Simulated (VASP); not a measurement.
Runs of VASP 6.6.1 on GaAs. It takes space group F-43m (No. 216, cubic). The conventional cell has a = 5.750 Å, b = 5.750 Å, c = 5.750 Å, α = 90.00°, β = 90.00°, γ = 90.00°. Ga (site symmetry -43m) has 4 As at 2.49 Å as nearest neighbours. Around As (site symmetry -43m) lie 4 Ga at 2.49 Å. 

```tsv
task	level	potentials or basis	spin	cell	k mesh	cutoff (eV)	gap on the mesh (eV)	pressure (GPa)
relaxation of cell and atoms	PBE	VASP PAW PBE potentials, release 64 (Ga_d, As)	off	relaxed	10 × 10 × 10	600	0.14	0.0
band structure	PBE	VASP PAW PBE potentials, release 64 (Ga_d, As)	off	as given	10 × 10 × 10	520	0.14	0.0
band structure	PBE	VASP PAW PBE potentials, release 64 (Ga_d, As)	SOC, no magnetisation	as given	6 × 6 × 6	520	-	0.0
band structure	LDA	VASP PAW LDA potentials, release 64 (Ga_d, As)	off	as given	10 × 10 × 10	520	-	-4.6
band structure	r2SCAN	VASP PAW PBE potentials, release 64 (Ga_d, As)	off	as given	10 × 10 × 10	520	0.59	(a)
```

Alike in all rows: smearing gaussian 0.03 eV.

**Question.** Estimate the missing entries.

**Answer.** (a) -2.8.

Caveats: the relaxation stopped at its first step, so nothing moved (some runs); this crystal is a semiconductor, whose small gap the functional closes, so the metal is an error of the method (some runs); the PAW data sets were made with another functional, which shifts forces and pressure a little (some runs).

A k mesh can miss the band edges, and rows without SOC leave out spin-orbit coupling on As, Ga.
